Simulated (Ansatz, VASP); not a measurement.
# AlCo in two plane-wave programs, part 2 of 2

One calculation is typed for both programs; each brings its own data sets and cutoff. How far apart do they land? The cell is taken from a series of VASP runs on this material, whose earlier steps may have relaxed, scaled or displaced it; both programs get it as it stands.

VASP 6.6.1 and Ansatz 0.2.0.

So far: Starting point; VASP: relaxation of cell and atoms, LDA.

### Step 3. Ansatz: relaxation of cell and atoms, LDA

Level of this step: Ansatz beside VASP: Kohn-Sham DFT, plane waves, LDA (Ansatz).

Ansatz runs on its default PAW (the set named soft_2) files.

The same cell, functional (in two slightly different forms), mesh and smearing now go to Ansatz, which takes its cutoff from its data sets.

input.yaml reads:

```yaml
crystal:
  lattice:
    - [2.7949631965, 0.0, 0.0]
    - [0.0, 2.7949631965, 0.0]
    - [0.0, 0.0, 2.7949631965]
  atoms:
    - { symbol: Co, position: [0.5, 0.5, 0.5], spin: 2.0 }
    - { symbol: Al, position: [0.0, 0.0, 0.0] }
hamiltonian:
  xc: lda
  pseudopotentials: { kind: paw }
magnetization:
  spin_polarized: true
kpoints:
  mp_grid: { grid: [16, 16, 16] }
scf:
  occupations: { method: methfessel_paxton, width: 0.15 }
relax:
  f_tol: 0.01
  max_steps: 60
  cell: { stress_tol: 0.05 }
output:
  forces: true
  stress: true
```

Started as:

```sh
> ansatz run input.yaml --threads 4 --pin off --max-ram 9216MiB --backend cpu --events-out ev --progress --plain --runs-dir out
```

Numbers of over 12 decimals in the logs are rounded to 6 here.

Output:

```text
Engine: ansatz 0.2.0, aarch64-unknown-linux-gnu
Pseudopotentials: kind: paw
Pseudopotential: Co, paw, valence charge 17, recommended cutoff 420 eV (normal), Co.paw.azcp
Pseudopotential: Al, paw, valence charge 3, recommended cutoff 420 eV (normal), Al.paw.azcp
Functional definition: SPW92
  exchange = slater_x
  correlation = pw_c
Crystal: 2 atoms, lattice volume = 21.834 Å³
Basis set: ecut = 420 eV, 437 PW (Γ)
Bands: 15, of which v1, the nominal top of the filled ones, is band 10 counted from 1 (9 counted from 0)
Symmetry: 48 space group operations
Space group: Pm-3m (ITA 221), of the structure as read, at distance tolerance 2.8e-5 Å
Magnetic group: BNS 221.92 (UNI 1594), of the structure as read, at distance tolerance 2.8e-5 Å
k-points: 165 of 4096
Non-local potential: Co, projectors of the file, l = 0: 3, l = 1: 2, l = 2: 3, l = 3: 1
Non-local potential: Al, projectors of the file, l = 0: 2, l = 1: 2, l = 2: 1
PAW form: soft (Blöchl's): semilocal exchange-correlation on the pseudo side does not see the compensation charge
PAW frozen core: Co, regenerated for the run's functional, and the local potential with it (the file was generated under x = pbe(κ = 0.804, μ = 0.219515), c = pbe(β = 0.066725))
PAW frozen core: Al, regenerated for the run's functional, and the local potential with it (the file was generated under x = pbe(κ = 0.804, μ = 0.219515), c = pbe(β = 0.066725))
PAW one-centre angular grid: Co, 590 points (default); XC on 64 Gauss nodes
PAW one-centre angular grid: Al, 110 points (default); XC on 64 Gauss nodes
Initial density: superposition of atomic densities (chi_scale 0.1, normalization cell)
Starting moments: Σ|m| = 2 μB on 1 of 2 sites
Initial wavefunctions: pseudopotential atomic-orbital guess
Functional: x = slater, c = lda
SCF iter   1: F=—  HF=-5575.581318 eV  |F-HF|=—  |Δ(HF+E_count)|=         —  Δρ=9.74e-2 (↑9.74e-2 ↓3.84e-2)  dr2=1.99e0  dr2_m=3.04e-1  M=1.256 μB ∫|m|=1.584 μB  β_m=0.30  ethr=3.10e-3  ⟨swp⟩=4.2  Hψ=22324  notcnv=0
Mixer restart at iter 1: flushing history
preconditioner: auto → none  [metal: Δε(μ)=0.004 eV  Ē_g=9.759 eV  σ=0.150 eV  W_gap=0.01  n_scr=6 (ndim 8)  ℏωp=27.5 eV  f_vac=0.000  D(μ)=1.76/eV (n_scr^D=18)  sad-step TF]
SCF iter   2: F=—  HF=-5574.872358 eV  |F-HF|=—  |Δ(HF+E_count)|=   7.09e-1  Δρ=4.46e-2 (↑3.52e-2 ↓4.46e-2)  dr2=1.58e-1  dr2_m=2.85e-1  M=1.145 μB ∫|m|=1.462 μB  β_m=0.34  ethr=3.10e-3  ⟨swp⟩=2.3  Hψ=11137  notcnv=0  defer=210
SCF iter   3: F=—  HF=-5576.173062 eV  |F-HF|=—  |Δ(HF+E_count)|=         —  Δρ=2.00e-1 (↑2.00e-1 ↓1.34e-1)  dr2=7.10e-1  dr2_m=5.48e0  M=0.027 μB ∫|m|=0.103 μB  β_m=1.00  ethr=7.91e-4  ⟨swp⟩=2.4  Hψ=8407  notcnv=0  defer=217
Mixer restart at iter 3: flushing history
SCF iter   4: F=—  HF=-5579.148842 eV  |F-HF|=—  |Δ(HF+E_count)|=    2.98e0  Δρ=2.06e-1 (↑1.97e-1 ↓2.06e-1)  dr2=2.28e1  dr2_m=4.52e-3  M=0.032 μB ∫|m|=0.052 μB  β_m=0.34  ethr=2.50e-4  ⟨swp⟩=3.3  Hψ=14294  notcnv=0  defer=171
SCF iter   5: F=—  HF=-5579.523179 eV  |F-HF|=—  |Δ(HF+E_count)|=   3.74e-1  Δρ=1.59e-1 (↑1.59e-1 ↓1.47e-1)  dr2=1.20e1  dr2_m=7.40e-3  M=0.008 μB ∫|m|=0.029 μB  β_m=0.27  ethr=2.50e-4  ⟨swp⟩=4.0  Hψ=17876  notcnv=0  defer=204
SCF iter   6: F=—  HF=-5576.920302 eV  |F-HF|=—  |Δ(HF+E_count)|=    2.60e0  Δρ=9.81e-3 (↑6.40e-3 ↓9.81e-3)  dr2=3.57e-2  dr2_m=5.37e-3  M=0.010 μB ∫|m|=0.028 μB  β_m=0.63  ethr=2.50e-4  ⟨swp⟩=3.0  Hψ=15141  notcnv=0  defer=157
SCF iter   7: F=—  HF=-5577.040366 eV  |F-HF|=—  |Δ(HF+E_count)|=   1.20e-1  Δρ=1.29e-2 (↑1.29e-2 ↓1.21e-2)  dr2=5.32e-2  dr2_m=4.20e-5  M=-0.001 μB ∫|m|=0.001 μB  β_m=0.50  ethr=1.78e-4  ⟨swp⟩=2.0  Hψ=12250  notcnv=0  defer=180
SCF iter   8: F=—  HF=-5577.000715 eV  |F-HF|=—  |Δ(HF+E_count)|=   3.97e-2  Δρ=2.91e-3 (↑1.87e-3 ↓2.91e-3)  dr2=1.60e-3  dr2_m=8.70e-5  M=0.002 μB ∫|m|=0.006 μB  β_m=0.75  ethr=1.78e-4  ⟨swp⟩=2.1  Hψ=9742  notcnv=0  defer=178
SCF iter   9: F=—  HF=-5577.001392 eV  |F-HF|=—  |Δ(HF+E_count)|=   6.78e-4  Δρ=3.36e-4 (↑3.36e-4 ↓3.07e-4)  dr2=2.08e-6  dr2_m=1.85e-5  M=0.000 μB ∫|m|=0.001 μB  β_m=0.88  ethr=8.00e-6  ⟨swp⟩=2.0  Hψ=8315  notcnv=0  defer=179
SCF iter  10: F=—  HF=-5577.001401 eV  |F-HF|=—  |Δ(HF+E_count)|=   9.03e-6  Δρ=2.19e-4 (↑2.19e-4 ↓2.02e-4)  dr2=2.87e-5  dr2_m=1.72e-8  M=0.000 μB ∫|m|=0.000 μB  β_m=0.90  ethr=1.04e-8  ⟨swp⟩=3.1  Hψ=9540  notcnv=0  defer=179
SCF iter  11: F=—  HF=-5576.996695 eV  |F-HF|=—  |Δ(HF+E_count)|=         —  Δρ=2.64e-4 (↑2.64e-4 ↓2.49e-4)  dr2=3.36e-5  dr2_m=1.15e-8  M=0.000 μB ∫|m|=0.000 μB  β_m=0.90  ethr=1.04e-8  ⟨swp⟩=2.0  Hψ=8358  notcnv=0  defer=179
Mixer restart at iter 11: flushing history
iteration 11: the input's own smearing fills from here on; a Gaussian of 0.15 eV has filled iterations ahead of it
SCF iter  12: F=—  HF=-5576.996818 eV  |F-HF|=—  |Δ(HF+E_count)|=   1.23e-4  S|Δr|=    0.00e0  Δρ=1.36e-3 (↑1.35e-3 ↓1.36e-3)  dr2=1.06e-3  dr2_m=4.61e-9  M=0.000 μB ∫|m|=0.000 μB  β_m=0.52  ethr=1.04e-8  ⟨swp⟩=3.0  Hψ=10021  notcnv=0  defer=179  recentre
SCF iter  13: F=—  HF=-5576.996691 eV  |F-HF|=—  |Δ(HF+E_count)|=   1.27e-4  S|Δr|=    0.00e0  Δρ=1.04e-4 (↑1.04e-4 ↓9.30e-5)  dr2=4.93e-6  dr2_m=6.49e-9  M=0.000 μB ∫|m|=0.000 μB  β_m=0.59  ethr=1.04e-8  ⟨swp⟩=3.0  Hψ=9944  notcnv=0  defer=179
SCF iter  14: F=—  HF=-5576.996691 eV  |F-HF|=—  |Δ(HF+E_count)|=   6.37e-7  S|Δr|=    0.00e0  Δρ=8.12e-6 (↑8.12e-6 ↓1.99e-6)  dr2=1.09e-8  dr2_m=2.36e-9  M=0.000 μB ∫|m|=0.000 μB  β_m=0.79  ethr=5.00e-10  ⟨swp⟩=3.0  Hψ=17195  notcnv=0
SCF iter  15: F=—  HF=-5576.996691 eV  |F-HF|=—  |Δ(HF+E_count)|=  9.96e-10  S|Δr|=    0.00e0  Δρ=2.10e-6 (↑2.10e-6 ↓2.07e-6)  dr2=1.57e-12  dr2_m=8.71e-10  M=0.000 μB ∫|m|=0.000 μB  β_m=0.90  ethr=5.43e-11  ⟨swp⟩=2.9  Hψ=10719  notcnv=0
SCF iter  16: F=-5576.996691 eV  HF=-5576.996691 eV  |F-HF|=9.09e-13  |Δ(HF+E_count)|=  2.59e-10  S|Δr|=    0.00e0  Δρ=1.50e-7 (↑1.18e-7 ↓1.50e-7)  dr2=3.09e-12  dr2_m=2.76e-12  M=0.000 μB ∫|m|=0.000 μB  ethr=1.00e-12  ⟨swp⟩=2.0  Hψ=9591  notcnv=0
WARN: the starting moments were not kept: the SCF closed with an absolute magnetisation of 1.6e-6 μB, where they sum to 2 μB in size (1 site). That is at most 0.1 of that sum. Measured as dr2_m measures the in/out step, that magnetisation stands 4.8e-12 eV from none, at or under the dr2_threshold of 1.0e-7 eV: it is no larger than a step whose dr2_m would equal this threshold. The system may hold no moment; this SCF  [...]
SCF 1 converged in 16 iterations: F = -5576.996691 eV  dr2 = 3.09e-12
  greatest PAW one-centre occupation: 1.001 electrons in one spin orbital (limit 2), on the Co atom at site 0 (counted from 0), in its partial waves of l = 1
relax step   1: F+E_penalty+E_count = -5576.99669079 eV  Δ(F+E_penalty+E_count) = +0.000e0 eV  max|allowed force component| = 8.184e-30 eV/Å  Δτ_max = 0.0000 Å  P = -0.317 GPa  Ω = 21.834 Å³  (16 SCF iters, dr2 threshold 1.00e-7 eV, accepted)
[...]
relax step   2: F+E_penalty+E_count = -5576.99673538 eV  Δ(F+E_penalty+E_count) = -4.459e-5 eV  max|allowed force component| = 8.464e-30 eV/Å  Δτ_max = 0.0000 Å  P = -0.146 GPa  Ω = 21.816 Å³  energy of the carried Pulay correction = +1.888e-5 eV  (7 SCF iters, dr2 threshold 2.00e-7 eV, accepted)
[...]
relax step   3: F+E_penalty+E_count = -5576.99675848 eV  Δ(F+E_penalty+E_count) = -2.310e-5 eV  max|allowed force component| = 2.498e-29 eV/Å  Δτ_max = 0.0000 Å  P = +0.000 GPa  Ω = 21.801 Å³  energy of the carried Pulay correction = +3.505e-5 eV  (7 SCF iters, dr2 threshold 5.34e-8 eV, accepted)
[...]
relax step   4: F+E_penalty+E_count = -5576.99672909 eV  Δ(F+E_penalty+E_count) = +2.939e-5 eV  max|allowed force component| = 1.696e-29 eV/Å  Δτ_max = 0.0000 Å  P = -0.003 GPa  Ω = 21.801 Å³  stress off target by 3.34e-3 GPa  SCF on the basis re-selected at this cell (its energy is not comparable with the rows above)  (5 SCF iters)
basis re-selected at this cell: Δ(F+E_penalty+E_count) = +2.939e-5 eV, ΔP = -0.004 GPa vs the last step (what re-selecting the basis moved, of the pressure what is left beyond the Pulay correction that the steps carried, after the strain that the cell walked since its last selection, with what the two solves' SCF thresholds leave and, on support functions, any second-order correction that the steps lacked; it is no m [...]
SCF converged after 5 iterations
Stability not checked: this state was not tested for a lower state beside it, because cold or Methfessel-Paxton smearing, or corrected tetrahedra, fill the levels in a way that the test cannot read (fill_not_monotonic; see scf.lower_state_search)
Magnetization: 0.0000 μB (10.0000 up, 10.0000 down)
Absolute magnetization: 0.0000 μB (∫|ρ↑−ρ↓|, with the PAW one-centre terms)
Spin contamination: 0.0000 ħ² per cell (⟨S²⟩ above its minimum at these occupations)
Per-site moments (μB) at R_I (Å): [(8.194130265487939e-7, 0.997956), (-8.41981215985195e-8, 0.997956)]
Free energy (F): -5576.996729 eV
Harris-Foulkes:  -5576.996729 eV  (|F-HF|=2.73e-12)
Internal energy: -5576.998013 eV  (E = F + TS)
E sigma→0 (E₀):  -5576.997050 eV
Entropy (-TS):   0.001284 eV (0.642 meV/atom)
Fermi energy:    15.220918 eV
Step filling:    the computed levels leave a gap of 0.0000 eV = 0.0 smearing widths at the electron count; against every level under it full and every level over it empty, smearing changes F+E_penalty+E_count by +0.115 meV and its σ→0 estimate by -0.206 meV
--- Per-component energies (eV) ---
  E_band       = -268.312167
  E_kinetic    = 486.684486
  E_local      = -3604.984468  (includes V_loc(G=0)·N_el)
  E_nonlocal   = 472.944150
  E_hartree    = 1557.088727
  E_xc         = -200.143385
  E_vxc        = -238.004803  (∫ρ·V_xc dr)
  E_paw        = -1899.100618  (= ΣΔE_a)
  E_vpaw       = -499.129008  (= ΣTr[D̂ρ^β])
  E_aug_tail   = 0.000026  (compensation charges beyond the density's cutoff)
  E_ewald      = -2389.960898
  E_core_change = 0.473967  (= ΣΔE_core)
  E_smearing   = 0.001284  (= −TS)
  E_closure    = -0.000000  (closes the sum)
  Σ components = -5576.996729   (vs F -5576.996729, Δ=0.00e0)
--- Forces (eV/Å), atoms counted from 1 ---
  atom   1  Co    -0.00000000     0.00000000    -0.00000000
  atom   2  Al     0.00000000     0.00000000    -0.00000000
  max |Σ_I F_I| component: 3.38e-29 eV/Å
--- Stress (GPa, compression-positive) ---
       -0.003344      -0.000000       0.000000
       -0.000000      -0.003344      -0.000000
        0.000000      -0.000000      -0.003344
  P = ⅓ Tr σ = -0.0033 GPa (-0.033 kbar)
--- Relaxed structure (3 steps of the walk, 3 accepted, 1 SCFs on fresh bases) ---
  F+E_penalty+E_count = -5576.99672909 eV   max|allowed force component| = 1.696e-29 eV/Å   (the final SCF, on the basis selected at the relaxed cell)
  cell:  # Å, volume = 21.8007 Å³
    - [2.793553, 0, 0]
    - [0, 2.793553, 0.0]
    - [0, 0.0, 2.793553]
  atoms:
    - { symbol: Co, position: [0.500000, 0.500000, 0.500000] }
    - { symbol: Al, position: [0, 0, 0] }
```

Run time: 6.7 s. Hardware: 4 threads of Arm Neoverse V2, shared host; peak memory 0.39 GiB; 23 s of CPU time.

### Step 4. Differences

Known differences besides the potentials themselves: the two LDA forms differ slightly; both relaxations stop at a tolerance, which leaves soft axes loose, and VASP keeps its plane-wave basis; the data sets hold 20 valence electrons in Ansatz (default PAW (the set named soft_2) files) and 12 in VASP; the cutoff is 420 eV in Ansatz and 450 eV in VASP; VASP's log shows a relativistic correction to its local exchange, Ansatz's none; Ansatz adds a Pulay correction to the stress that steers its cell, VASP none. Total energies have different zeros and are not compared.

Compared:

```
                                         quantity  Ansatz   VASP  difference
                                      volume (Å³)   21.80  21.83     -0.15 %
edge a after relaxation, in the typed setting (Å)   2.794  2.795     -0.05 %
```

The walks stopped with 0.00 GPa left in Ansatz and -0.01 GPa in VASP; each walk ends within a tolerance, so the volume difference is uncertain by about these residues over the bulk modulus, most in soft cells.

### Step 5. Results

| Property | Result |
| --- | --- |
| difference in volume (relaxation of cell and atoms, LDA) | -0.15 % |

**Reading.** The difference in volume is -0.15 % (relaxation of cell and atoms, LDA), within the 1.2 % picked in this series as the mark of a large difference, as far as the stopping tolerances let one tell. Such differences can come from data sets, numerical settings and the points named under the comparisons, not from the functional's error against experiment.

[Lines on the potential files, build, host, timing and source positions are cut from VASP's logs without a mark.]

[Logs are printed without paths, hosts, clocks, repeated set-up lines and the standing remarks that a program may print on its own settings, such as how far it seeks lower states.]

[Hosts, paths, dates, database ids (printed as entryN), source tags and the programs' standing remarks are cut or masked in the printed files.]
